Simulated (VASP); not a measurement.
Calculation: PBE GGA, VASP's PBE PAW potentials (set 64) (plane waves; VASP).

VASP ran on this input.

**POSCAR**
```
Li
1
   -1.7450000000     1.7450000000     1.7450000000
    1.7450000000    -1.7450000000     1.7450000000
    1.7450000000     1.7450000000    -1.7450000000
Li
1
Direct
  0.0000000000   0.0000000000   0.0000000000
```

### INCAR
```
! general
SYSTEM  =  Li
PREC    =  Accurate
ENCUT   =  350   ! plane-wave cut-off (eV)
LREAL   =  .False.   ! projection in real space or not
LASPH   =  .True.

! electronic loop
EDIFF   =  1E-6   ! SCF stop (eV)
NELM    =  100
ALGO    =  Normal   ! blocked Davidson

! smearing
ISMEAR  =  1   ! Methfessel-Paxton
SIGMA   =  0.1

! functional
GGA     =  PE   ! PBE

! ions
ISIF    =  2   ! forces and stress, cell fixed

! output
LWAVE   =  .False.
LCHARG  =  .False.
```

**KPOINTS**
```
Automatic mesh
0
Gamma
13 13 13
0 0 0
```

POTCAR, in this order: Li_sv (PBE.64 set). Program: vasp_std.

At this cut-off the stress carries a Pulay error, which pulls relaxed volumes low.

Task: What does the run give for the energy per atom (σ→0), pressure, band gap (on the k-mesh)?

Result: 
* **energy per atom (σ→0)**: -191.5 kJ/mol of atoms
* **band gap (on the k-mesh)**: none (metal, semimetal or under 0.01 eV)
* **pressure**: -6.83 GPa

File OSZICAR:
```
...
DAV:   6    -0.198144877515E+01    0.11416E-01   -0.10065E-03   925   0.389E-01    0.545E-01
DAV:   7    -0.198440703390E+01   -0.29583E-02   -0.32467E-03  1130   0.553E-01    0.358E-02
DAV:   8    -0.198453514668E+01   -0.12811E-03   -0.15122E-03  1040   0.367E-01    0.817E-03
DAV:   9    -0.198453810293E+01   -0.29562E-05   -0.93370E-06  1040   0.308E-02    0.646E-03
DAV:  10    -0.198454662573E+01   -0.85228E-05   -0.99324E-07   595   0.117E-02    0.392E-03
DAV:  11    -0.198454434491E+01    0.22808E-05   -0.21769E-07   450   0.646E-03    0.920E-04
DAV:  12    -0.198454406532E+01    0.27959E-06   -0.31412E-08   440   0.250E-03
   1 F= -.19845441E+01 E0= -.19845785E+01  d E =0.103323E-03
```

The compound is Li in the bcc structure. The cell was not relaxed at this level. The run is one of a series of settings (ENCUT = 350 against the base run), some of them coarse on purpose.
